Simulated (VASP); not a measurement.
Input:

```yaml
crystal:
  lattice:
    - [-2.75250, 2.75250, 5.42432]
    - [2.75250, -2.75250, 5.42432]
    - [2.75250, 2.75250, -5.42432]
  atoms:
    - { symbol: Cd, position: [0.75000, 0.25000, 0.50000] }
    - { symbol: Cd, position: [0.00000, 0.00000, 0.00000] }
    - { symbol: Si, position: [0.25000, 0.75000, 0.50000] }
    - { symbol: Si, position: [0.50000, 0.50000, 0.00000] }
    - { symbol: P, position: [0.13240, 0.12500, 0.50740] }
    - { symbol: P, position: [0.61760, 0.62500, 0.49260] }
    - { symbol: P, position: [0.37500, 0.86760, 0.99260] }
    - { symbol: P, position: [0.87500, 0.38240, 0.00740] }
```

Calculation: PBE GGA, VASP's PBE PAW potentials (set 64) (plane waves; VASP). Run with 300 eV cut-off, 5×5×5 Γ-centred mesh, Gaussian smearing of 0.14 eV, potentials Cd Si P.

The path is coarsely sampled, so an indirect gap can come out somewhat too large.

**Question.** Give the energies of bands 17 to 30 at the high-symmetry points, in eV from the valence-band maximum.

**Answer.** 
```csv
band,Γ,X,P,N,M,S,R
17,-4.89,-5.06,-5.55,-4.46,-3.82,-4.43,-5.01
18,-4.24,-5.06,-5.55,-4.37,-3.82,-4.26,-5.01
19,-4.24,-3.73,-2.96,-4.06,-3.62,-3.87,-3.68
20,-3.92,-3.73,-2.96,-3.87,-3.62,-3.44,-3.68
21,-3.54,-1.94,-2.31,-3.01,-2.33,-3.31,-2.29
22,-2.54,-1.94,-2.31,-2.62,-2.33,-3.03,-2.29
23,-2.54,-1.14,-1.12,-2.40,-1.89,-2.35,-1.23
24,-0.12,-1.14,-1.12,-1.81,-1.89,-2.08,-1.23
25,-0.12,-0.61,-0.98,-1.68,-1.22,-1.11,-0.97
26,0.00,-0.61,-0.98,-0.85,-1.22,-0.72,-0.97
27,1.25,1.46,2.06,2.36,1.34,1.42,1.76
28,1.63,1.46,2.06,2.44,1.34,2.44,1.76
29,1.96,3.03,2.89,2.50,1.45,2.51,3.22
30,2.92,3.03,2.89,3.81,1.45,2.85,3.22
```

The gap is indirect, 1.20 eV, from the valence maximum at Γ to the conduction minimum at M-S at 0.40.

The structure was generated: CdSiP2 was put into an ordered model structure, which need not be its known phase. The cell was not relaxed at this level.
